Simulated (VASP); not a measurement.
All values below come from PBEsol GGA, VASP's PBE PAW potentials (set 64) (plane waves; VASP).

VASP input:

### INCAR
```
# general
SYSTEM  = PbO
PREC    = Accurate
ENCUT   = 520
LREAL   = .FALSE.
LASPH   = .TRUE.

# electronic loop
EDIFF   = 1E-6
NELM    = 100
ALGO    = Normal
LMAXMIX = 4

# smearing
ISMEAR  = 0
SIGMA   = 0.05

# functional
GGA     = PS

# ions
IBRION  = 2
NSW     = 60
ISIF    = 3
EDIFFG  = -0.02

# output
LWAVE   = .FALSE.
LCHARG  = .FALSE.
```

File POSCAR:
```
PbO
1
    3.9184627847    -0.0000000000     0.0000000000
   -1.9592313924     3.3934878848    -0.0000000000
    0.0000000000    -0.0000000000     6.3259593066
Pb O
2 2
Direct
  0.3333330000   0.6666670000   0.0002359813
  0.6666670000   0.3333330000   0.5002359813
  0.3333330000   0.6666670000   0.3747640187
  0.6666670000   0.3333330000   0.8747640187
```

**KPOINTS**
```
Automatic mesh
0
Gamma
6 6 3
0 0 0
```

POTCAR, in this order: Pb_d O (PBE.64 set). Program: vasp_std.

**Question.** What will the output report for the number of irreducible k-points (NKPTS), largest plane-wave count, number of space-group operations, FFT grid (NGX, NGY, NGZ)?

**Answer.** 
```
Property                                       Value
--------------------------------------  ------------
number of irreducible k-points (NKPTS)            14
largest plane-wave count                        2297
number of space-group operations                  12
FFT grid (NGX, NGY, NGZ)                30 × 30 × 48
```

The structure was generated: PbO was put into the wurtzite type (P6_3mc), which need not be its known phase. This run relaxes it. Symmetry was kept, so distortions that lower it aren't found. The start is the result of an earlier pass.
